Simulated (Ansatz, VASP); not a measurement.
**Cross-check of CO2 between VASP and Ansatz**

Wanted: the spread between two codes on one cell, functional and k mesh. The cell is taken from a series of runs on this material, whose earlier steps may have relaxed, scaled, displaced or heated it; both programs get it as it stands.

Calculated with Ansatz 0.2.0; plane waves, with VASP 6.6.1 beside it; G0W0 gap at PBE0 form with 5 % exact exchange with an exact-exchange share of 0.05.

## 1. Set-up

Symmetry: Pa-3, No. 205, cubic system. The conventional cell has a = 5.497 Å, b = 5.497 Å, c = 5.497 Å, α = 90.00°, β = 90.00°, γ = 90.00°. Nearest to C lie 2 O at 1.17 Å. O has 1 C at 1.17 Å nearest. Farther neighbours and most contacts between anions are not listed.

## 2. Ansatz: G0W0 gap, PBE0 form with 5 % exact exchange with an exact-exchange share of 0.05

Ansatz runs on its PAW soft_1 files.

Quasiparticle shifts depend on high empty states and on the cores, so they are the hardest test of two PAW sets.

input.yaml reads:

```yaml
crystal:
  lattice:
    - [5.49707328, 0.0, 0.0]
    - [0.0, 5.49707328, 0.0]
    - [0.0, 0.0, 5.49707328]
  atoms:
    - { symbol: C, position: [0.0, 0.0, 0.0] }
    - { symbol: C, position: [0.5, 0.0, 0.5] }
    - { symbol: C, position: [0.5, 0.5, 0.0] }
    - { symbol: C, position: [0.0, 0.5, 0.5] }
    - { symbol: O, position: [0.12253698, 0.12253698, 0.12253698] }
    - { symbol: O, position: [0.37746302, 0.87746302, 0.62253698] }
    - { symbol: O, position: [0.62253698, 0.37746302, 0.87746302] }
    - { symbol: O, position: [0.87746302, 0.62253698, 0.37746302] }
    - { symbol: O, position: [0.87746302, 0.87746302, 0.87746302] }
    - { symbol: O, position: [0.62253698, 0.12253698, 0.37746302] }
    - { symbol: O, position: [0.37746302, 0.62253698, 0.12253698] }
    - { symbol: O, position: [0.12253698, 0.37746302, 0.62253698] }
kpoints:
  mp_grid: { grid: [2, 2, 2] }
hamiltonian:
  xc: { exchange: pbe, correlation: pbe, exx: { coeff: 0.05 } }
  pseudopotentials: { kind: paw, azcp: { folder: soft_1 } }
scf:
  occupations: { method: fixed }
gw:
  n_empty_bands: 692
  ecut_chi: 150.0
  qp_bands: [v4, c4]
  qp_kpoints: band_edges
  screening: { model: contour_deformation }
```

On the command line:

```
$ ansatz run input.yaml --threads 2 --pin off --max-ram 73728MiB --backend cuda --events-out ev --progress --plain --runs-dir out --devices 1 --max-vram 13GiB
```

Numbers of over 12 decimals in the logs are rounded to 6 here.

The program printed:

```text
GPUs: using 1 of 1 available (devices: 1).
Engine: ansatz 0.2.0, x86_64-unknown-linux-gnu
Pseudopotentials: kind: paw
Pseudopotential: C, paw, valence charge 4, recommended cutoff 420 eV (normal), soft_1/C.paw.azcp
Pseudopotential: O, paw, valence charge 6, recommended cutoff 420 eV (normal), soft_1/O.paw.azcp
Functional definition: unnamed
  parameter a_1 = 0.05
  exchange = (1 - a_1)*pbe_x + a_1*exact_x
  correlation = pbe_c
davidson cushion auto → on  (no smearing: the cushion is to keep the highest requested band from converging to the state above it; pin scf.eigensolver.cushion to override)
device memory: the entry about to start is reckoned to put 1.7 GiB on a device that reports 49.5 GiB free (of which the cap on the GPU budget leaves the run 13.0 GiB)
GPU FFT provider: cuFFT
GPU libraries: cuBLAS 13.8.2, cuFFT 12.4.0, cuSOLVER 12.3.4
Crystal: 12 atoms, lattice volume = 166.110 Å³
Basis set: ecut = 420 eV, 3239 PW (Γ)
Bands: 44, of which v1, the nominal top of the filled ones, is band 32 counted from 1 (31 counted from 0)
Symmetry: 24 space group operations
Space group: Pa-3 (ITA 205), of the structure as read, at distance tolerance 5.5e-5 Å
k-points: 4 of 8
Non-local potential: C, projectors of the file, l = 0: 2, l = 1: 2, l = 2: 1
Non-local potential: O, projectors of the file, l = 0: 2, l = 1: 2, l = 2: 1
PAW form: soft (Blöchl's): semilocal exchange-correlation on the pseudo side does not see the compensation charge
PAW frozen core: C, regenerated for the run's functional, and the local potential with it (the file was generated under x = pbe(κ = 0.804, μ = 0.219515), c = pbe(β = 0.066725))
PAW frozen core: O, regenerated for the run's functional, and the local potential with it (the file was generated under x = pbe(κ = 0.804, μ = 0.219515), c = pbe(β = 0.066725))
PAW one-centre angular grid: C, 110 points (default); XC on 64 Gauss nodes
PAW one-centre angular grid: O, 110 points (default); XC on 64 Gauss nodes
Initial density: superposition of atomic densities (chi_scale 0.1, normalization cell, long waves kept (reshape's long-wave potential 0.02 eV rms))
Initial wavefunctions: pseudopotential atomic-orbital guess
GPU buffer pool allocated for 64000 grid points (all kernels)
GPU transforms: local potential and band sums: pruned to the plane-wave sphere, on 40×40×40
Functional: x = pbe(κ = 0.804, μ = 0.219515), c = pbe(β = 0.066725), warm-up for x = 0.95 pbe(κ = 0.804, μ = 0.219515) + 0.05 exact, c = pbe(β = 0.066725)
SCF iter   1: F=—  HF=-5542.950098 eV  |F-HF|=—  |Δ(HF+E_count)|=         —  Δρ=9.99e-2  dr2=1.20e1  ethr=1.00e-1  ⟨swp⟩=4.0  Hψ=596  notcnv=0
preconditioner: auto → none  [insulator: Δε(μ)=7.892 eV  Ē_g=16.629 eV  n_scr=32 (ndim 8)  ℏωp=23.0 eV  f_vac=0.064]
SCF iter   2: F=—  HF=-5539.962529 eV  |F-HF|=—  |Δ(HF+E_count)|=    2.99e0  Δρ=4.99e-2  dr2=2.05e0  ethr=1.88e-2  ⟨swp⟩=3.2  Hψ=492  notcnv=0
SCF iter   3: F=—  HF=-5539.556584 eV  |F-HF|=—  |Δ(HF+E_count)|=   4.06e-1  Δρ=1.99e-2  dr2=3.91e-1  ethr=3.20e-3  ⟨swp⟩=3.0  Hψ=430  notcnv=0
SCF iter   4: F=—  HF=-5539.529750 eV  |F-HF|=—  |Δ(HF+E_count)|=   2.68e-2  Δρ=8.85e-3  dr2=7.26e-2  ethr=6.11e-4  ⟨swp⟩=2.0  Hψ=388  notcnv=0
iter 5 solved again at ethr=6.38e-6 eV; its pass at ethr=1.13e-4 eV (dr2=4.08e-3 eV) is discarded
SCF iter   5: F=-5539.522578 eV  HF=-5539.524554 eV  |F-HF|=1.98e-3  |Δ(HF+E_count)|=   5.20e-3  Δρ=1.82e-3  dr2=3.96e-3  ethr=6.38e-6  ⟨swp⟩=3.5  Hψ=819  notcnv=0
SCF 1 stopped early in 5 iterations: F = -5539.522578 eV  dr2 = 3.96e-3
  greatest PAW one-centre occupation: 0.883 electrons in one spin orbital (limit 2), on the O atom at site 9 (counted from 0), in its partial waves of l = 0
device memory: the entry about to start is reckoned to put 2.4 GiB on a device that reports 48.6 GiB free (of which the cap on the GPU budget leaves the run 13.0 GiB)
GPU FFT provider: cuFFT
GPU libraries: cuBLAS 13.8.2, cuFFT 12.4.0, cuSOLVER 12.3.4
Initial density: handed on by an earlier stage of this run
Initial wavefunctions: those handed on with the density
GPU buffer pool allocated for 64000 grid points (all kernels)
GPU transforms: local potential and band sums: pruned to the plane-wave sphere, on 40×40×40
Functional: x = 0.95 pbe(κ = 0.804, μ = 0.219515) + 0.05 exact, c = pbe(β = 0.066725)
Exchange kernel: α = 0.0500, full range, Wigner–Seitz truncation, v(0) = 4142.5324 eV·Å³, q-mesh 2×2×2, nearest image of the exchange supercell L = 10.99 Å, pair-density grid 30×30×30, without the augmentation charges, whose exchange is taken in its separable form by FFT convolution over the k-point mesh (sized by the pseudopotential files, 40×40×40 at the most), smooth part of the exact exchange by density-matrix convolution in up to 845.6 MiB of GPU memory as planned if the GPU has room (build and FFT work areas not counted)
Frozen-core exchange: fock
[...]
SCF iter   2: F=—  HF=-5539.150308 eV  |F-HF|=—  |Δ(HF+E_count)|=   5.45e-3  Δρ=4.54e-4  dr2=2.10e-4  ethr=3.74e-5  ⟨swp⟩=3.0  Hψ=414  notcnv=0
SCF iter   3: F=—  HF=-5539.150638 eV  |F-HF|=—  |Δ(HF+E_count)|=   3.30e-4  Δρ=1.15e-4  dr2=1.06e-5  ethr=3.20e-7  ⟨swp⟩=4.0  Hψ=598  notcnv=0
SCF iter   4: F=—  HF=-5539.150637 eV  |F-HF|=—  |Δ(HF+E_count)|=   1.74e-6  Δρ=2.86e-5  dr2=6.13e-7  ethr=1.64e-8  ⟨swp⟩=3.0  Hψ=424  notcnv=0
[...]
SCF 3 converged in 2 iterations: F = -5539.150643 eV  dr2 = 2.74e-9
hybrid outer 2: dexx = +3.349e-9 eV, tail = 6.30e-9 eV, Δε = 5.68e-5 eV (about 8.22e-6 eV left of the loop's levels)
device memory: the entry about to start is reckoned to put 4.0 GiB on a device that reports 42.8 GiB free (of which the cap on the GPU budget leaves the run 13.0 GiB)
NSCF: frozen V_eff on 4 k-points
Exchange-term sweep: 0 of 4 (spin, k) points
Exchange-term sweep: 1 of 4 (spin, k) points
Exchange-term sweep: 2 of 4 (spin, k) points
Exchange-term sweep: 3 of 4 (spin, k) points
Exchange-term sweep: 4 of 4 (spin, k) points
G₀W₀ screening: q 1/4
[... further progress lines ...]
hybrid SCF converged: 2 outer / 7 inner (+5 warm-up), last move |dexx| = 3.35e-9 eV, tail = 6.30e-9 eV
Stability not checked: this state was not tested for a lower state beside it, because the functional holds exact exchange (a hybrid, or Hartree-Fock), whose exchange loop this test does not read (fock_operator; see scf.lower_state_search)
Free energy (F): -5539.150643 eV
Frozen-core exchange: fock
Harris-Foulkes:  -5539.150643 eV  (|F-HF|=3.10e-10)
Internal energy: -5539.150643 eV  (E = F + TS)
E sigma→0 (E₀):  -5539.150643 eV
Fermi energy:    -1.977555 eV
--- Per-component energies (eV) ---
  E_band       = -598.134643
  E_kinetic    = 1681.925526
  E_local      = -4593.951460  (includes V_loc(G=0)·N_el)
  E_nonlocal   = 517.437116
  E_hartree    = 1572.963877
  E_xc         = -710.812670
  E_vxc        = -896.976635  (∫ρ·V_xc dr)
  E_exx        = -42.832718  (= α·E_x^exact, valence–valence)
  E_paw        = -1694.155931  (= ΣΔE_a)
  E_vpaw       = -366.836960  (= ΣTr[D̂ρ^β])
  E_aug_tail   = 0.006165  (compensation charges beyond the density's cutoff)
  E_ewald      = -2269.675893
  E_core_change = -0.054655  (= ΣΔE_core)
  E_smearing   = -0.000000  (= −TS)
  E_closure    = -0.000000  (closes the sum)
  Σ components = -5539.150643   (vs F -5539.150643, Δ=9.09e-13)
--- Band table (eV) ---
  k-point 0: bands = [... 28 lower, -2.2068, -2.2068, -1.9776, -1.9776, 5.3962, 6.5380, 6.5380, 6.5380, ... 4 higher]
  k-point 1: bands = [... 28 lower, -2.3253, -2.3253, -2.0612, -2.0612, 6.4727, 6.4727, 6.7303, 6.7303, ... 4 higher]
  k-point 2: bands = [... 28 lower, -2.2933, -2.2933, -2.2933, -2.2933, 6.4707, 6.4707, 6.4707, 6.4707, ... 4 higher]
  k-point 3: bands = [... 28 lower, -2.3444, -2.3444, -2.3444, -2.3444, 6.4631, 6.4631, 6.4631, 6.4631, ... 4 higher]
  guard bands above this table: 4 of the run's 44 bands. The solve was not asked for them (output.publish_guard_bands: true or output.eigenvalues: true publishes all)
--- G₀W₀: contour deformation, 5 samples at zero and on the imaginary axis and 0 off it, 8 q-points, 692 empty bands' worth ---
  eigenvalues of the whole cell's RPA ε∞ on this k-mesh (on a slab, of 1 + 4πα/V) = 1.9080, 1.9080, 1.9080; static W/v taken at q = 0 is 0.524107
  bands read: the sum over 724 bands ends inside a degenerate multiplet in 1 slot, whose members it reads at an even weight; the widest, k=0: bands 724 to 726 (counted from 1) at 1/3 each
  gw.qp_kpoints: band_edges: 4 of 4 stored k-points solved, in 1 pass; an edge of the gap read off the rows below is read off those points alone
    ik  band        ε_KS         Σx   Σc(E_QP)       V_xc       Z   E_QP_lin       E_QP  E_QP is
     0    29     -2.2068   -25.8793     3.0981   -20.7312  0.8220    -4.2856    -4.2568  root
     0    30     -2.2068   -25.8793     3.0981   -20.7312  0.8220    -4.2856    -4.2568  root
     0    31     -1.9776   -26.2246     3.0733   -21.1493  0.8218    -4.0062    -3.9795  root
     0    32     -1.9776   -26.2246     3.0733   -21.1493  0.8218    -4.0062    -3.9795  root
     0    33      5.3962    -6.3793    -3.2340   -10.9741  0.8833     6.7654     6.7570  root
     0    34      6.5380   -10.8983    -3.3467   -16.9458  0.8460     9.2778     9.2388  root
     0    35      6.5380   -10.8983    -3.3467   -16.9458  0.8460     9.2778     9.2388  root
     0    36      6.5380   -10.8983    -3.3467   -16.9458  0.8460     9.2778     9.2388  root
     1    29     -2.3253   -25.7410     3.1188   -20.5508  0.8220    -4.4265    -4.3966  root
     1    30     -2.3253   -25.7410     3.1188   -20.5508  0.8220    -4.4265    -4.3966  root
     1    31     -2.0612   -26.1265     3.0860   -21.0236  0.8217    -4.1055    -4.0781  root
     1    32     -2.0612   -26.1265     3.0860   -21.0236  0.8217    -4.1055    -4.0781  root
     1    33      6.4727   -10.2142    -3.3885   -16.1905  0.8501     9.0958     9.0605  root
     1    34      6.4727   -10.2142    -3.3885   -16.1905  0.8501     9.0958     9.0605  root
     1    35      6.7303    -9.8583    -3.5005   -15.8910  0.8512     9.2975     9.2625  root
     1    36      6.7303    -9.8583    -3.5005   -15.8910  0.8512     9.2975     9.2625  root
     2    29     -2.2933   -25.7910     3.1184   -20.6092  0.8219    -4.3862    -4.3566  root
     2    30     -2.2933   -25.7910     3.1184   -20.6092  0.8219    -4.3862    -4.3566  root
     2    31     -2.2933   -25.7910     3.1184   -20.6092  0.8219    -4.3862    -4.3566  root
     2    32     -2.2933   -25.7910     3.1184   -20.6092  0.8219    -4.3862    -4.3566  root
     2    33      6.4707   -10.1084    -3.3771   -16.0368  0.8512     9.0560     9.0219  root
     2    34      6.4707   -10.1084    -3.3771   -16.0368  0.8512     9.0560     9.0219  root
     2    35      6.4707   -10.1084    -3.3771   -16.0368  0.8512     9.0560     9.0219  root
     2    36      6.4707   -10.1084    -3.3771   -16.0368  0.8512     9.0560     9.0219  root
     3    29     -2.3444   -25.6146     3.1068   -20.4290  0.8225    -4.4533    -4.4232  root
     3    30     -2.3444   -25.6146     3.1068   -20.4290  0.8225    -4.4533    -4.4232  root
     3    31     -2.3444   -25.6146     3.1068   -20.4290  0.8225    -4.4533    -4.4232  root
     3    32     -2.3444   -25.6146     3.1068   -20.4290  0.8225    -4.4533    -4.4232  root
     3    33      6.4631   -10.7887    -3.3298   -16.7978  0.8468     9.1803     9.1424  root
     3    34      6.4631   -10.7887    -3.3298   -16.7978  0.8468     9.1803     9.1424  root
     3    35      6.4631   -10.7887    -3.3298   -16.7978  0.8468     9.1803     9.1424  root
     3    36      6.4631   -10.7887    -3.3298   -16.7978  0.8468     9.1803     9.1424  root
```

(Part 1 of 2 ends here.)

[Lines on the potential files, build, host, timing and source positions are cut from VASP's logs without a mark.]

[Logs are printed without paths, hosts, clocks, repeated set-up lines and the standing remarks that a program may print on its own settings, such as how far it seeks lower states.]

[Hosts, paths, dates, database ids (printed as entryN), source tags and the programs' standing remarks are cut or masked in the printed files.]
